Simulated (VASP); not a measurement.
Method: LDA (Ceperley-Alder, Perdew-Zunger), VASP's LDA PAW potentials (set 64) (plane waves; VASP).

VASP input:

INCAR:
```
# general
SYSTEM =BN
PREC   =Accurate
ENCUT  =620   # plane-wave cut-off (eV)
LREAL  =.False.
LASPH  =.True.   # aspherical one-centre terms

# electronic loop
EDIFF  =1E-6   # SCF stop (eV)
NELM   =100
ALGO   =Normal

# smearing
ISMEAR =0   # Gaussian
SIGMA  =0.05   # width (eV)

# ions
IBRION =2   # conjugate gradients
NSW    =40   # most ionic steps
ISIF   =3   # ions, shape and volume
EDIFFG =-0.02
PSTRESS=200   # kbar

# output
LWAVE  =.False.
LCHARG =.False.
```

### KPOINTS
```
Automatic
0
gamma
 10 10 4
```

POSCAR:
```
BN
1.0
  1.2304128906  -2.1311383536   0.0000000000
  1.2304128906   2.1311383536   0.0000000000
  0.0000000000   0.0000000000   5.2221372470
B N
2 2
Direct
  0.3333330000   0.6666670000   0.2500000000
  0.6666670000   0.3333330000   0.7500000000
  0.6666670000   0.3333330000   0.2500000000
  0.3333330000   0.6666670000   0.7500000000
```

POTCAR, in this order: B N (LDA.64 set). Program: vasp_std.

Task: What will the output report for the number of irreducible k-points (NKPTS), largest plane-wave count, number of space-group operations, FFT grid (NGX, NGY, NGZ)?

Result: 
```yaml
number of irreducible k-points (NKPTS): 42
largest_plane_wave_count: 973
number_of_space_group_operations: 24
FFT grid (NGX, NGY, NGZ): 20 × 20 × 42
```

The compound is BN in the hex structure. It was relaxed first under an external pressure of 20 GPa.
